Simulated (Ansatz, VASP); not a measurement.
## SiC in two plane-wave programs

One calculation is typed for both programs; each brings its own data sets. How far apart do they land? Of the first pair: The structure shown is the end of the Ansatz relaxation below.

Main program and level: Ansatz 0.2.0; plane waves, with VASP 6.6.1 beside it; single point at LDA and zone-centre phonons at LDA.

## Step 1: Set-up

The structure is hexagonal, space group P6_3mc (No. 186). Conventional cell: a = 3.118 Å, b = 3.118 Å, c = 10.211 Å, α = 90.00°, β = 90.00°, γ = 120.00°. Nearest to C lie 4 Si at 1.91 to 1.92 Å. Nearest to C lie 4 Si at 1.91 Å. Si has 4 C at 1.91 to 1.92 Å nearest. Si has 4 C at 1.91 Å nearest. Farther neighbours are not listed.

## Step 2: Ansatz: relaxation, LDA

Ansatz runs on its PAW soft_1 files.

This run makes the geometry at which the two programs are then compared.

input.yaml

```yaml
crystal:
  lattice:
    - [3.1182756088, 0.0, 0.0]
    - [-1.5591378044, 2.7005058932, 0.0]
    - [0.0, 0.0, 10.2099514304]
  atoms:
    - { symbol: C, position: [0.6666666667, 0.3333333333, 0.7497915543] }
    - { symbol: C, position: [0.3333333333, 0.6666666667, 0.2497915543] }
    - { symbol: C, position: [0.0, 0.0, 0.5004541876] }
    - { symbol: C, position: [0.0, 0.0, 0.0004541876] }
    - { symbol: Si, position: [0.6666666667, 0.3333333333, 0.9378723928] }
    - { symbol: Si, position: [0.3333333333, 0.6666666667, 0.4378723928] }
    - { symbol: Si, position: [0.0, 0.0, 0.6878808652] }
    - { symbol: Si, position: [0.0, 0.0, 0.1878808652] }
kpoints:
  mp_grid: { grid: [9, 9, 4] }
hamiltonian:
  xc: lda
  pseudopotentials: { kind: paw, azcp: { folder: soft_1 }, xc_functional: pbe }
scf:
  occupations: { method: fixed }
output:
  forces: true
  stress: true
  eigenvalues: true
relax:
  adjacent_minimum: "off"
  f_tol: 0.001
  max_steps: 60
  cell: { stress_tol: 0.01, fix: [volume] }
```

On the command line:

```sh
ansatz run input.yaml --threads 8 --pin off --max-ram 16384MiB --backend cpu --events-out ev --progress --plain --runs-dir out
```

Numbers of over 12 decimals in the logs are rounded to 6 here.

The program printed:

```text
Engine: ansatz 0.2.0, aarch64-unknown-linux-gnu
Pseudopotentials: kind: paw
Pseudopotential: C, paw, valence charge 4, recommended cutoff 420 eV (normal), soft_1/C.paw.azcp
Pseudopotential: Si, paw, valence charge 4, recommended cutoff 420 eV (normal), soft_1/Si.paw.azcp
Functional definition: SPW92
  exchange = slater_x
  correlation = pw_c
Crystal: 8 atoms, lattice volume = 85.977 Å³
Basis set: ecut = 420 eV, 1655 PW (Γ)
Bands: 24, of which v1, the nominal top of the filled ones, is band 16 counted from 1 (15 counted from 0)
Symmetry: 12 space group operations
Space group: P63mc (ITA 186), of the structure as read, at distance tolerance 4.4e-5 Å
k-points: 36 of 324 (time reversal used)
Non-local potential: C, projectors of the file, l = 0: 2, l = 1: 2, l = 2: 1
Non-local potential: Si, projectors of the file, l = 0: 2, l = 1: 2, l = 2: 1
PAW form: soft (Blöchl's): semilocal exchange-correlation on the pseudo side does not see the compensation charge
PAW frozen core: C, regenerated for the run's functional, and the local potential with it (the file was generated under x = pbe(κ = 0.804, μ = 0.219515), c = pbe(β = 0.066725))
PAW frozen core: Si, regenerated for the run's functional, and the local potential with it (the file was generated under x = pbe(κ = 0.804, μ = 0.219515), c = pbe(β = 0.066725))
PAW one-centre angular grid: C, 110 points (default); XC on 64 Gauss nodes
PAW one-centre angular grid: Si, 110 points (default); XC on 64 Gauss nodes
Initial density: superposition of atomic densities (chi_scale 0.1, normalization cell, long waves kept (reshape's long-wave potential 0.00 eV rms))
Initial wavefunctions: pseudopotential atomic-orbital guess
Functional: x = slater, c = lda
SCF iter   1: F=—  HF=-3414.360114 eV  |F-HF|=—  |Δ(HF+E_count)|=         —  Δρ=1.30e-1  dr2=1.80e1  ethr=3.10e-3  ⟨swp⟩=4.9  Hψ=3998  notcnv=0  defer=197
preconditioner: auto → none  [insulator: Δε(μ)=4.047 eV  Ē_g=12.396 eV  n_scr=6 (ndim 8)  ℏωp=22.7 eV  f_vac=0.000  ε∞_Penn≈4.3]
SCF iter   2: F=—  HF=-3409.112995 eV  |F-HF|=—  |Δ(HF+E_count)|=    5.25e0  Δρ=5.06e-2  dr2=1.52e0  ethr=3.10e-3  ⟨swp⟩=3.9  Hψ=2379  notcnv=0  defer=211
SCF iter   3: F=—  HF=-3408.672763 eV  |F-HF|=—  |Δ(HF+E_count)|=   4.40e-1  Δρ=1.85e-2  dr2=1.56e-1  ethr=3.10e-3  ⟨swp⟩=2.4  Hψ=1634  notcnv=0  defer=208
SCF iter   4: F=—  HF=-3408.638789 eV  |F-HF|=—  |Δ(HF+E_count)|=   3.40e-2  Δρ=1.37e-3  dr2=9.63e-4  ethr=4.88e-4  ⟨swp⟩=2.1  Hψ=901  notcnv=0  defer=215
SCF iter   5: F=—  HF=-3408.639220 eV  |F-HF|=—  |Δ(HF+E_count)|=   4.31e-4  Δρ=3.16e-4  dr2=1.45e-4  ethr=3.01e-6  ⟨swp⟩=2.1  Hψ=1383  notcnv=0  defer=216
SCF iter   6: F=—  HF=-3408.639187 eV  |F-HF|=—  |Δ(HF+E_count)|=   3.34e-5  Δρ=1.33e-4  dr2=1.16e-5  ethr=4.52e-7  ⟨swp⟩=2.1  Hψ=1169  notcnv=0  defer=203
SCF iter   7: F=—  HF=-3408.639181 eV  |F-HF|=—  |Δ(HF+E_count)|=   5.58e-6  Δρ=2.84e-5  dr2=6.28e-7  ethr=3.64e-8  ⟨swp⟩=2.4  Hψ=1298  notcnv=0  defer=125
SCF iter   8: F=—  HF=-3408.639181 eV  |F-HF|=—  |Δ(HF+E_count)|=   2.28e-8  Δρ=1.31e-5  dr2=2.15e-7  ethr=3.13e-10  ⟨swp⟩=14.8  Hψ=6038  notcnv=0
SCF iter   9: F=-3408.639181 eV  HF=-3408.639181 eV  |F-HF|=2.05e-9  |Δ(HF+E_count)|=   5.47e-8  Δρ=2.84e-6  dr2=4.52e-9  ethr=3.13e-10  ⟨swp⟩=5.0  Hψ=2909  notcnv=0
SCF 1 converged in 9 iterations: F = -3408.639181 eV  dr2 = 4.52e-9
  greatest PAW one-centre occupation: 0.636 electrons in one spin orbital (limit 2), on the C atom at site 1 (counted from 0), in its partial waves of l = 0
relax step   1: F+E_penalty+E_count = -3408.63918102 eV  Δ(F+E_penalty+E_count) = +0.000e0 eV  max|allowed force component| = 5.956e-3 eV/Å  Δτ_max = 0.0000 Å  P = -11.988 GPa  Ω = 85.977 Å³  fix = [volume]  reactions: volume -11.988 GPa  (9 SCF iters, dr2 threshold 1.00e-7 eV, accepted)
[...]
relax step   2: F+E_penalty+E_count = -3408.63918260 eV  Δ(F+E_penalty+E_count) = -1.581e-6 eV  max|allowed force component| = 3.380e-3 eV/Å  Δτ_max = 0.0001 Å  P = -11.988 GPa  Ω = 85.977 Å³  fix = [volume]  reactions: volume -11.988 GPa  (4 SCF iters, dr2 threshold 3.05e-9 eV, accepted)
[...]
relax step   3: F+E_penalty+E_count = -3408.63918319 eV  Δ(F+E_penalty+E_count) = -5.896e-7 eV  max|allowed force component| = 1.458e-3 eV/Å  Δτ_max = 0.0001 Å  P = -11.988 GPa  Ω = 85.977 Å³  fix = [volume]  reactions: volume -11.988 GPa  (4 SCF iters, dr2 threshold 7.14e-10 eV, accepted)
[...]
relax step   4: F+E_penalty+E_count = -3408.63918333 eV  Δ(F+E_penalty+E_count) = -1.466e-7 eV  max|allowed force component| = 3.506e-4 eV/Å  Δτ_max = 0.0000 Å  P = -11.988 GPa  Ω = 85.977 Å³  energy of the carried Pulay correction = +3.549e-17 eV  fix = [volume]  reactions: volume -11.988 GPa  (4 SCF iters, dr2 threshold 1.33e-10 eV, accepted)
[...]
relax step   5: F+E_penalty+E_count = -3408.63917601 eV  Δ(F+E_penalty+E_count) = +7.322e-6 eV  max|allowed force component| = 3.508e-4 eV/Å  Δτ_max = 0.0000 Å  P = -11.988 GPa  Ω = 85.977 Å³  fix = [volume]  reactions: volume -11.988 GPa  stress off target by 3.09e-4 GPa on what of the cell is left free  SCF on the basis re-selected at this cell (its energy is not comparable with the rows above)  (5 SCF iters)
basis re-selected at this cell: Δ(F+E_penalty+E_count) = +7.322e-6 eV, ΔP = -0.000 GPa vs the last step (what re-selecting the basis moved, of the pressure what is left beyond the Pulay correction that the steps carried, after the strain that the cell walked since its last selection, with what the two solves' SCF thresholds leave and, on support functions, any second-order correction that the steps lacked; it is no m [...]
SCF converged after 5 iterations
Free energy (F): -3408.639176 eV
Harris-Foulkes:  -3408.639176 eV  (|F-HF|=3.18e-12)
Internal energy: -3408.639176 eV  (E = F + TS)
E sigma→0 (E₀):  -3408.639176 eV
Fermi energy:    8.837931 eV
--- Per-component energies (eV) ---
  E_band       = 96.144456
  E_kinetic    = 525.015886
  E_local      = -399.646935  (includes V_loc(G=0)·N_el)
  E_nonlocal   = 187.032477
  E_hartree    = 128.451329
  E_xc         = -416.660253
  E_vxc        = -431.206872  (∫ρ·V_xc dr)
  E_paw        = -2309.456311  (= ΣΔE_a)
  E_vpaw       = -41.952941  (= ΣTr[D̂ρ^β])
  E_aug_tail   = 0.000198  (compensation charges beyond the density's cutoff)
  E_ewald      = -1123.964220
  E_core_change = 0.588653  (= ΣΔE_core)
  E_smearing   = -0.000000  (= −TS)
  E_closure    = -0.000000  (closes the sum)
  Σ components = -3408.639176   (vs F -3408.639176, Δ=0.00e0)
--- Forces (eV/Å), atoms counted from 1 ---
  atom   1  C      0.00000000     0.00000000    -0.00004645
  atom   2  C     -0.00000000    -0.00000000    -0.00004645
  atom   3  C     -0.00000000     0.00000000    -0.00032210
  atom   4  C     -0.00000000    -0.00000000    -0.00032210
  atom   5  Si     0.00000000     0.00000000     0.00000495
  atom   6  Si     0.00000000    -0.00000000     0.00000495
  atom   7  Si     0.00000000    -0.00000000     0.00034659
  atom   8  Si     0.00000000     0.00000000     0.00034659
  max |Σ_I F_I| component: 3.40e-5 eV/Å
--- Stress (GPa, compression-positive) ---
      -11.987939       0.000000       0.000000
       -0.000000     -11.987939      -0.000000
        0.000000      -0.000000     -11.987476
  P = ⅓ Tr σ = -11.9878 GPa (-119.878 kbar)
--- Band table (eV; the first three rows and the last of 36) ---
  k-point 0: bands = [... 12 lower, 8.2560, 8.7870, 8.8379, 8.8379, 13.5517, 14.1265, 14.7036, 14.7413, ... 4 higher]
  k-point 1: bands = [... 12 lower, 8.4268, 8.4268, 8.7825, 8.7825, 13.6047, 13.9765, 14.9291, 14.9677, ... 4 higher]
  k-point 2: bands = [... 12 lower, 8.6326, 8.6326, 8.6326, 8.6326, 13.7563, 13.7563, 15.1874, 15.1874, ... 4 higher]
  k-point 35: bands = [... 12 lower, 6.1300, 6.1300, 6.4393, 6.4393, 11.9801, 11.9801, 15.2296, 15.2296, ... 4 higher]
--- Relaxed structure (4 steps of the walk, 4 accepted, 1 SCFs on fresh bases) ---
  F+E_penalty+E_count = -3408.63917601 eV   max|allowed force component| = 3.508e-4 eV/Å   (the final SCF, on the basis selected at the relaxed cell)
  cell:  # Å, volume = 85.9772 Å³
    - [3.118177, 0.0, 0]
    - [-1.559089, 2.700421, 0]
    - [0, 0, 10.210596]
  atoms:
    - { symbol: C, position: [0.666667, 0.333333, 0.749782] }
    - { symbol: C, position: [0.333333, 0.666667, 0.249782] }
    - { symbol: C, position: [0, 0, 0.500457] }
    - { symbol: C, position: [0, 0, 0.00045687] }
    - { symbol: Si, position: [0.666667, 0.333333, 0.937888] }
    - { symbol: Si, position: [0.333333, 0.666667, 0.437888] }
    - { symbol: Si, position: [0, 0, 0.687872] }
    - { symbol: Si, position: [0, 0, 0.187872] }
```

Reading the cycles: dr2 is the Hartree energy of the density residual (eV), the measure of convergence; HF is the Harris–Foulkes estimate of the energy, which meets the free energy F at convergence.

## Step 3: VASP: single point, LDA

The same cell, functional (in two slightly different forms) and mesh now go to VASP, with its own data sets.

Lines of VASP's logs that name or quote its potential files are left out, and so is its time.

INCAR

```
SYSTEM = SiC
PREC = Accurate
ENCUT = 600
EDIFF = 1E-06
NELM = 120
ISMEAR = 0
SIGMA = 0.01
LREAL = .FALSE.
ALGO = Normal
GGA = PW92
NBANDS = 24
LORBIT = 11
LWAVE = .FALSE.
LCHARG = .FALSE.
ISIF = 2
LASPH = .TRUE.
GGA_COMPAT = .FALSE.
EFERMI = MIDGAP
KPAR = 2
```

POSCAR

```
SiC
1.0
    3.1181772225      0.0000000000      0.0000000000
   -1.5590886113      2.7004206882      0.0000000000
    0.0000000000      0.0000000000     10.2105957393
C Si
4 4
Direct
    0.6666666666      0.3333333332      0.7497815861
    0.3333333332      0.6666666666      0.2497815861
    0.9999999999      0.9999999999      0.5004568705
    0.9999999999      0.9999999999      0.0004568705
    0.6666666666      0.3333333332      0.9378881465
    0.3333333332      0.6666666666      0.4378881465
    0.9999999999      0.9999999999      0.6878723968
    0.9999999999      0.9999999999      0.1878723968
```

KPOINTS

```
Automatic mesh
0
Gamma
9 9 4
0 0 0
```

The projector-augmented-wave data sets are C and Si (LDA family, release 64).

On the command line:

```sh
mpirun -np 2 vasp_std
```

The program printed:

```text
[banner, memory and clock lines left out]
running    2 mpi-ranks, on    1 nodes
 distrk:  each k-point on    1 cores,    2 groups
 distr:  one band on    1 cores,    1 groups

 POSCAR found type information on POSCAR C Si
 POSCAR found :  2 types and       8 ions
|                                                                             |
|               ----> ADVICE to this user running VASP <----                  |
|                                                                             |
|     You enforced a specific xc type in the INCAR file but a different       |
|     [... a line on the potential file left out ...]
|     I HOPE YOU KNOW WHAT YOU ARE DOING!                                     |
|                                                                             |

 LDA part: xc-table for (Slater(with rela. corr.)+PW92), standard interpolation
 POSCAR, INCAR and KPOINTS ok, starting setup
 FFT: planning ... GRIDC
 FFT: planning ... GRID_SOFT
 FFT: planning ... GRID
 WAVECAR not read
 entering main loop
       N       E                     dE             d eps       ncg     rms          rms(c)
DAV:   1     0.833018426829E+02    0.83302E+02   -0.15922E+04  1728   0.135E+03
DAV:   2    -0.663409600446E+02   -0.14964E+03   -0.13946E+03  2424   0.210E+02
DAV:   3    -0.740373691412E+02   -0.76964E+01   -0.76389E+01  2296   0.461E+01
DAV:   4    -0.741555791555E+02   -0.11821E+00   -0.11807E+00  2240   0.673E+00
DAV:   5    -0.741581322617E+02   -0.25531E-02   -0.25526E-02  2264   0.942E-01    0.173E+01
DAV:   6    -0.667216576498E+02    0.74365E+01   -0.23049E+01  2256   0.213E+01    0.787E+00
DAV:   7    -0.665273707554E+02    0.19429E+00   -0.19879E+00  2376   0.662E+00    0.322E+00
DAV:   8    -0.664564170271E+02    0.70954E-01   -0.12056E-01  2128   0.173E+00    0.110E+00
DAV:   9    -0.664447725540E+02    0.11644E-01   -0.18403E-02  2256   0.735E-01    0.157E-01
DAV:  10    -0.664448875166E+02   -0.11496E-03   -0.10267E-03  2208   0.176E-01    0.880E-02
DAV:  11    -0.664448983220E+02   -0.10805E-04   -0.54237E-05  2256   0.473E-02    0.188E-02
DAV:  12    -0.664448932762E+02    0.50457E-05   -0.11905E-05  2192   0.167E-02    0.106E-02
DAV:  13    -0.664448928384E+02    0.43783E-06   -0.15080E-06  1672   0.594E-03
   1 F= -.66444893E+02 E0= -.66444893E+02  d E =0.000000E+00
```

Parts of OUTCAR (step 3):

```text
ion  position               nearest neighbor table
   1  0.667  0.333  0.750-   7 1.91   7 1.91   7 1.91   5 1.92
   2  0.333  0.667  0.250-   8 1.91   8 1.91   8 1.91   6 1.92
   3  1.000  1.000  0.500-   6 1.91   6 1.91   6 1.91   7 1.91
   4  1.000  1.000  0.000-   5 1.91   5 1.91   5 1.91   8 1.91
   5  0.667  0.333  0.938-   4 1.91   4 1.91   4 1.91   1 1.92   8 3.12   8 3.12   8 3.12   7 3.12
                             7 3.12   7 3.12
   6  0.333  0.667  0.438-   3 1.91   3 1.91   3 1.91   2 1.92   7 3.12   7 3.12   7 3.12   8 3.12
                             8 3.12   8 3.12
   7  1.000  1.000  0.688-   1 1.91   1 1.91   1 1.91   3 1.91   6 3.12   6 3.12   6 3.12   5 3.12
                             5 3.12   5 3.12
   8  1.000  1.000  0.188-   2 1.91   2 1.91   2 1.91   4 1.91   5 3.12   5 3.12   5 3.12   6 3.12
                             6 3.12   6 3.12

  LATTYP: Found a hexagonal cell.
 ALAT       =     3.1181772225
 C/A-ratio  =     3.2745399029

 Subroutine GETGRP returns: Found 12 space group operations
 (whereof  6 operations were pure point group operations)

The static configuration has the point symmetry C_3v.
 The point group associated with its full space group is C_6v.

 Found     36 irreducible k-points:

   k-points           NKPTS =     36   k-points in BZ     NKDIM =     36   number of bands    NBANDS=     24

   dimension x,y,z NGX =    28 NGY =   28 NGZ =   84
   dimension x,y,z NGXF=    56 NGYF=   56 NGZF=  168

   ENCUT  =  600.0 eV  44.10 Ry    6.64 a.u.   6.23  6.23 20.39*2*pi/ulx,y,z

   NELECT =      32.0000    total number of electrons

 k-points in reciprocal lattice and weights: Automatic mesh
   0.00000000  0.00000000  0.00000000       0.003
   0.11111111  0.00000000  0.00000000       0.019
   0.22222222  0.00000000  0.00000000       0.019
   0.33333333  0.00000000  0.00000000       0.019
   0.44444444  0.00000000  0.00000000       0.019
   0.11111111  0.11111111  0.00000000       0.019
   0.22222222  0.11111111  0.00000000       0.037
   0.33333333  0.11111111  0.00000000       0.037
   0.44444444  0.11111111  0.00000000       0.019
[...]
0.33333333  0.22222222  0.50000000       0.037
   0.33333333  0.33333333  0.50000000       0.006

 average (electrostatic) potential at core
       1 -49.5516       2 -49.5516       3 -49.6068       4 -49.6068       5 -82.4926
       6 -82.4926       7 -82.4496       8 -82.4496

 E-fermi :   8.8272

 k-point     1 :       0.0000    0.0000    0.0000
  band No.  band energies     occupation
    ...
     12       7.1174      2.00000
     13       7.1174      2.00000
     14       7.6464      2.00000
     15       7.6978      2.00000
     16       7.6978      2.00000
     17      12.4229      0.00000
     18      12.9982      0.00000
     19      13.5916      0.00000
     20      13.6125      0.00000
     21      14.3293      0.00000
    ...

 k-point     2 :       0.1111    0.0000    0.0000
  band No.  band energies     occupation
    ...
     12       6.7494      2.00000
     13       6.8325      2.00000
     14       6.9360      2.00000
     15       7.5022      2.00000
     16       7.5957      2.00000
     17      12.7678      0.00000
     18      13.3563      0.00000
     19      13.4565      0.00000
     20      13.9631      0.00000
     21      14.2356      0.00000
    ...

 k-point     3 :       0.2222    0.0000    0.0000
  band No.  band energies     occupation
    ...
     12       5.4698      2.00000
     13       6.2076      2.00000
     14       6.2494      2.00000
     15       7.0385      2.00000
     16       7.2537      2.00000
     17      11.5982      0.00000
     18      12.2063      0.00000
     19      12.7127      0.00000
     20      13.8322      0.00000
     21      14.2453      0.00000
    ...

  Total       -6.4429980     -6.4429980     -6.4408316      0.0000000      0.0000000      0.0000000
  in kB     -120.0646814   -120.0646814   -120.0243118      0.0000000      0.0000000      0.0000000
  external PRESSURE =    -120.0512249 kB  Pullay stress =       0.0000000 kB

  energy-cutoff  :      600.00
  volume of cell :       85.98
      direct lattice vectors                 reciprocal lattice vectors
     3.118177222  0.000000000  0.000000000     0.320700181  0.185156336  0.000000000
    -1.559088611  2.700420688  0.000000000     0.000000000  0.370312672  0.000000000
     0.000000000  0.000000000 10.210595739     0.000000000  0.000000000  0.097937478

 POSITION                                       TOTAL-FORCE (eV/Angst)
 -----------------------------------------------------------------------------------
      1.55909      0.90014      7.65572         0.000000      0.000000      0.000099
     -0.00000      1.80028      2.55042        -0.000000     -0.000000      0.000099
      1.55909      2.70042      5.10996         0.000000      0.000000     -0.000345
      1.55909      2.70042      0.00466        -0.000000     -0.000000     -0.000345
      1.55909      0.90014      9.57640         0.000000     -0.000000      0.000858
     -0.00000      1.80028      4.47110        -0.000000      0.000000      0.000858
      1.55909      2.70042      7.02359         0.000000      0.000000     -0.000612
      1.55909      2.70042      1.91829        -0.000000     -0.000000     -0.000612
 -----------------------------------------------------------------------------------
    total drift:                                0.000000      0.000000     -0.000260

  FREE ENERGIE OF THE ION-ELECTRON SYSTEM (eV)
  ---------------------------------------------------
  free  energy   TOTEN  =       -66.4448928384 eV

  energy  without entropy=      -66.4448928384  energy(sigma->0) =      -66.44489284

 total charge
# of ion       s       p       d       tot
------------------------------------------
    1        0.823   1.677   0.000   2.500
    2        0.823   1.677   0.000   2.500
    3        0.823   1.676   0.000   2.499
    4        0.823   1.676   0.000   2.499
    5        0.710   0.953   0.000   1.662
    6        0.710   0.953   0.000   1.662
    7        0.710   0.952   0.000   1.662
    8        0.710   0.952   0.000   1.662
--------------------------------------------------
tot          6.131  10.515   0.000  16.646

[... 3 further parts left out ...]
```

The run ends at a pressure of -12.01 GPa, with forces up to 8.6e-4 eV/Å.

## Step 4: Comparison

Known differences besides the potentials themselves: fixed occupations in Ansatz, narrow Gaussian smearing in VASP; the cutoff is 420 eV in Ansatz and 600 eV in VASP; VASP's log shows a relativistic correction to its local exchange, Ansatz's none; Ansatz's pressure holds a Pulay correction, VASP's none. Total energies have different zeros and are not compared.

Compared:

| quantity | Ansatz | VASP | difference |
| --- | --- | --- | --- |
| pressure (GPa) | -11.99 | -12.01 | +0.02 |
| gap on the k mesh (eV) | 2.263 | 2.259 | +0.004 |

A gap on the mesh is an upper bound, since the band edges may lie between its points.

(Continued in part 2 of 2.)

[Lines on the potential files, build, host, timing and source positions are cut from VASP's logs without a mark.]

[Logs are printed without paths, hosts, clocks, repeated set-up lines and the standing remarks that a program may print on its own settings, such as how far it seeks lower states.]

[Hosts, paths, dates, database ids (printed as entryN), source tags and the programs' standing remarks are cut or masked in the printed files.]
